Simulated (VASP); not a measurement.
Given:

```
AuGa
1.0
    6.26700     0.00000     0.00000
    0.00000     3.42100     0.00000
    0.00000     0.00000     6.39700
Au Ga
4 4
Direct
  0.99000   0.75000   0.18400
  0.01000   0.25000   0.81600
  0.51000   0.25000   0.68400
  0.49000   0.75000   0.31600
  0.80500   0.75000   0.59000
  0.19500   0.25000   0.41000
  0.69500   0.25000   0.09000
  0.30500   0.75000   0.91000
```

Calculation: LDA (Ceperley-Alder, Perdew-Zunger), VASP's LDA PAW potentials (set 64) (plane waves; VASP). Run with 300 eV cut-off, 3×5×3 Γ-centred mesh, Gaussian smearing of 0.10 eV, potentials Au Ga_d.

At this cut-off the stress carries a Pulay error, which pulls relaxed volumes low.

Which forces act on the atoms, in eV/Å?

```csv
atom,Fx,Fy,Fz
Au1,0.225,0.000,0.444
Au2,-0.225,0.000,-0.444
Au3,-0.225,0.000,0.444
Au4,0.225,0.000,-0.444
Ga5,0.559,0.000,-0.482
Ga6,-0.559,0.000,0.482
Ga7,-0.559,0.000,-0.482
Ga8,0.559,0.000,0.482
```

Give the stress tensor in GPa (positive for a compressed cell).

```
-0.74   0.00   0.00
 0.00   3.83   0.00
 0.00   0.00  -3.63
```
The pressure is its mean diagonal, -0.18 GPa.

The structure comes from a measured GaAu entry of the Crystallography Open Database, whose conditions weren't checked. The cell was not relaxed at this level. The k-mesh is coarse (spacing up to 0.37 per Å, 2π included), so the numbers may not be converged in it.
